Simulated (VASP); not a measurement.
Computed with PBE GGA, VASP's PBE PAW potentials (set 64) (plane waves; VASP).

VASP input:

### POSCAR
```
RuAl
1
    3.0498000000     0.0000000000     0.0000000000
    0.0000000000     3.0498000000     0.0000000000
    0.0000000000     0.0000000000     3.0498000000
Al Ru
1 1
Direct
  0.5000000000   0.5000000000   0.5000000000
  0.0000000000   0.0000000000   0.0000000000
```

### INCAR
```
SYSTEM = RuAl
PREC = Accurate; ENCUT = 400; LREAL = Auto
LASPH = T
EDIFF = 1E-6; NELM = 100; ALGO = Normal
LMAXMIX = 4
ISMEAR = 1; SIGMA = 0.1
GGA = PE
ISIF = 2
LWAVE = F; LCHARG = F
```

KPOINTS:
```
Automatic mesh
0
Gamma
11 11 11
0 0 0
```

POTCAR, in this order: Al Ru_pv (PBE.64 set). Program: vasp_std.

The resulting files:

OSZICAR:
```
       N       E                     dE             d eps       ncg     rms          rms(c)
DAV:   1     0.892272016782E+02    0.89227E+02   -0.82131E+03  1456   0.107E+03
DAV:   2    -0.130852955423E+02   -0.10231E+03   -0.97759E+02  1512   0.303E+02
DAV:   3    -0.148522831471E+02   -0.17670E+01   -0.17304E+01  1568   0.413E+01
DAV:   4    -0.148704791963E+02   -0.18196E-01   -0.18189E-01  1644   0.414E+00
DAV:   5    -0.148708906720E+02   -0.41148E-03   -0.41147E-03  1632   0.529E-01    0.108E+01
DAV:   6    -0.143169270976E+02    0.55396E+00   -0.37879E+00  1408   0.217E+01    0.236E+00
DAV:   7    -0.142295405902E+02    0.87387E-01   -0.33761E-01  1404   0.673E+00    0.180E+00
DAV:   8    -0.142152425697E+02    0.14298E-01   -0.21070E-02  1484   0.142E+00    0.207E-01
DAV:   9    -0.142151451657E+02    0.97404E-04   -0.29283E-04  1556   0.173E-01    0.127E-01
DAV:  10    -0.142151397606E+02    0.54051E-05   -0.43527E-05  1636   0.877E-02    0.820E-03
DAV:  11    -0.142151387707E+02    0.98992E-06   -0.16327E-06  1044   0.166E-02
   1 F= -.14215139E+02 E0= -.14214721E+02  d E =-.125446E-02
```

OUTCAR:
```
------------------------ aborting loop because EDIFF is reached ----------------------------------------
  FORCE on cell =-STRESS in cart. coord.  units (eV):
  Direction    XX          YY          ZZ          XY          YZ          ZX
  --------------------------------------------------------------------------------------
  Total       -1.5735561     -1.5735561     -1.5735561     -0.0000000      0.0000000      0.0000000
  in kB      -88.8748174    -88.8748174    -88.8748174     -0.0000000      0.0000000      0.0000000
  external PRESSURE =     -88.8748174 kB  Pullay stress =       0.0000000 kB
  volume of cell :       28.37
      direct lattice vectors                 reciprocal lattice vectors
     3.049800000  0.000000000  0.000000000     0.327890353  0.000000000  0.000000000
     0.000000000  3.049800000  0.000000000     0.000000000  0.327890353  0.000000000
     0.000000000  0.000000000  3.049800000     0.000000000  0.000000000  0.327890353
 POSITION                                       TOTAL-FORCE (eV/Angst)
 -----------------------------------------------------------------------------------
      1.52490      1.52490      1.52490         0.000000      0.000000      0.000000
      0.00000      0.00000      0.00000         0.000000      0.000000      0.000000
 -----------------------------------------------------------------------------------
    total drift:                               -0.000000      0.000000     -0.000000
  FREE ENERGIE OF THE ION-ELECTRON SYSTEM (eV)
  ---------------------------------------------------
  free  energy   TOTEN  =       -14.2151387707 eV

  energy  without entropy=      -14.2138843116  energy(sigma->0) =      -14.21472062
```
(Selected blocks of OUTCAR.)

The compound is RuAl in the CsCl type structure. The cell was not relaxed at this level. The run is one of a series of settings (LREAL = Auto against the base run), some of them coarse on purpose. The electron count is odd and the run is not spin-polarised, which forces a metal.
